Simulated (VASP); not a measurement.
Method: PBE GGA, VASP's PBE PAW potentials (set 64) (plane waves; VASP).

VASP ran on this input.

**POSCAR**
```
Ga3InAs4
1
    5.8593762691     0.0000000000    -0.0000000000
   -0.0000000000     5.8593762691    -0.0000000000
    0.0000000000    -0.0000000000     5.8593762691
In As Ga
1 4 3
Direct
  0.0000000000   0.0000000000   0.0000000000
  0.2591543105   0.2591543105   0.2591543105
  0.7408456895   0.7408456895   0.2591543105
  0.7408456895   0.2591543105   0.7408456895
  0.2591543105   0.7408456895   0.7408456895
  0.5000000000   0.5000000000   0.0000000000
  0.5000000000   0.0000000000   0.5000000000
  0.0000000000   0.5000000000   0.5000000000
```

**KPOINTS**
```
Automatic mesh
0
Gamma
4 4 4
0 0 0
```

### INCAR
```
SYSTEM = Ga3InAs4
PREC = Accurate
ENCUT = 400
EDIFF = 1E-6
NELM = 100
ALGO = Normal
LREAL = .FALSE.
LASPH = .TRUE.
ISMEAR = 0
SIGMA = 0.05
GGA = PE
LMAXMIX = 4
LWAVE = .FALSE.
LCHARG = .TRUE.
```

POTCAR, in this order: In_d As Ga_d (PBE.64 set). Program: vasp_std.

Unless said otherwise, spin-orbit coupling is left out, though it shifts the bands of the heavy elements here.

Problem. What does the run give for the energy per atom (σ→0), band gap (on the k-mesh)?

Solution. 
The energy per atom (σ→0) is -4.048 eV/atom. The band gap (on the k-mesh) comes out as none (metal, semimetal or under 0.01 eV).

File OSZICAR:
```
...
DAV:   8    -0.323814327830E+02   -0.23419E-02   -0.83585E-02  1036   0.283E+00    0.354E-01
DAV:   9    -0.323830587271E+02   -0.16259E-02   -0.10481E-02  1008   0.125E+00    0.175E-01
DAV:  10    -0.323834571466E+02   -0.39842E-03   -0.17148E-03  1175   0.265E-01    0.139E-01
DAV:  11    -0.323837102691E+02   -0.25312E-03   -0.45323E-04  1090   0.870E-02    0.273E-02
DAV:  12    -0.323837039911E+02    0.62781E-05   -0.74198E-05  1189   0.988E-02    0.126E-02
DAV:  13    -0.323837050749E+02   -0.10839E-05   -0.12744E-05   954   0.194E-02    0.531E-03
DAV:  14    -0.323837051999E+02   -0.12498E-06   -0.96798E-07   594   0.634E-03
   1 F= -.32383705E+02 E0= -.32383103E+02  d E =-.120518E-02
```

The structure was generated: Ga3InAs4 was put into an ordered model structure (P-43m), which need not be its known phase. It was relaxed first, which changed the volume by +6 %.
